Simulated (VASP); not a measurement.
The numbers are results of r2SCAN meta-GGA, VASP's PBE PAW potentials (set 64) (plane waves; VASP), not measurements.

Input for VASP

POSCAR:
```
FeAl
1
    2.9100000000     0.0000000000     0.0000000000
    0.0000000000     2.9100000000     0.0000000000
    0.0000000000     0.0000000000     2.9100000000
Al Fe
1 1
Direct
  0.5000000000   0.5000000000   0.5000000000
  0.0000000000   0.0000000000   0.0000000000
```

### INCAR
```
SYSTEM = FeAl
PREC = Accurate; ENCUT = 400; LREAL = F
LASPH = T
EDIFF = 1E-6; NELM = 100; ALGO = Normal
LMAXMIX = 4; LMIXTAU = T
ISMEAR = 1; SIGMA = 0.1
METAGGA = R2SCAN
IBRION = 2; NSW = 60; ISIF = 3
EDIFFG = -0.01
LWAVE = F; LCHARG = F
```

KPOINTS:
```
Automatic mesh
0
Gamma
11 11 11
0 0 0
```

POTCAR, in this order: Al Fe (PBE.64 set). Program: vasp_std.

Energy and stress use the plane-wave basis of the starting cell.

**Question.** Predict the energy per atom (σ→0), volume per atom, band gap (on the k-mesh).

**Answer.** 
```
Quantity                                                     Value
------------------------  ----------------------------------------
energy per atom (σ→0)                              -10.642 eV/atom
band gap (on the k-mesh)  none (metal, semimetal or under 0.01 eV)
volume per atom                                      11.47 Å³/atom
```

File OSZICAR:
```
...
   5 F= -.21283677E+02 E0= -.21283898E+02  d E =0.826193E-05
       N       E                     dE             d eps       ncg     rms          rms(c)
DAV:   1    -0.212837857615E+02   -0.10956E-03   -0.17801E-03  1055   0.837E-01    0.884E-02
DAV:   2    -0.212838296964E+02   -0.43935E-04   -0.30300E-03  1172   0.898E-01    0.945E-02
DAV:   3    -0.212836904791E+02    0.13922E-03   -0.10004E-03  1172   0.522E-01    0.981E-03
DAV:   4    -0.212836885434E+02    0.19357E-05   -0.36340E-06  1036   0.181E-02    0.293E-03
DAV:   5    -0.212836881529E+02    0.39048E-06   -0.10012E-06   504   0.158E-02
   6 F= -.21283688E+02 E0= -.21283910E+02  d E =-.336647E-05
```

The compound is FeAl in the CsCl type structure. This run relaxes it. Symmetry was kept, so distortions that lower it aren't found. The run is not spin-polarised, so no magnetic state was tried. The electron count is odd and the run is not spin-polarised, which forces a metal.
